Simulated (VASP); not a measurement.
The system is W.

```
W
1.0
    -1.58234    1.58234    1.58234
     1.58234   -1.58234    1.58234
     1.58234    1.58234   -1.58234
W
1
Direct
  0.00000 0.00000 0.00000
```

| Quantity | Value |
| --- | --- |
| Program | VASP 6.6.1 |
| Task | relaxation of cell and atoms |
| Functional | PBE |
| Potentials or basis | VASP PAW PBE potentials, release 64 (W_sv) |
| Cutoff | 520 eV |
| k mesh | 26 × 26 × 26 |
| Occupations | gaussian, width 0.1 eV |
| Spin | no spin polarisation |

At the start: pressure 6.2 GPa; volume 15.85 Å³/atom.

Task: How do energy, volume and symmetry change on relaxing?

Result: Over 4 steps the energy falls by 5.9 meV/atom and the volume is 16.16 Å³/atom (+2.0 %); space group Im-3m (No. 229, to 0.05 Å).

Step by step:
```csv
step,energy change (eV),largest force (eV/Å),pressure (GPa),volume (Å³)
1,0.0000,0.0000,6.17,15.85
2,0.0608,0.0000,-17.84,17.29
3,-0.0059,0.0000,-0.17,16.17
4,-0.0059,0.0000,-0.01,16.16
```

Final structure:
```
CELL_PARAMETERS angstrom
-1.59267 1.59267 1.59267
1.59267 -1.59267 1.59267
1.59267 1.59267 -1.59267
ATOMIC_POSITIONS crystal
W 0.00000 0.00000 0.00000
```
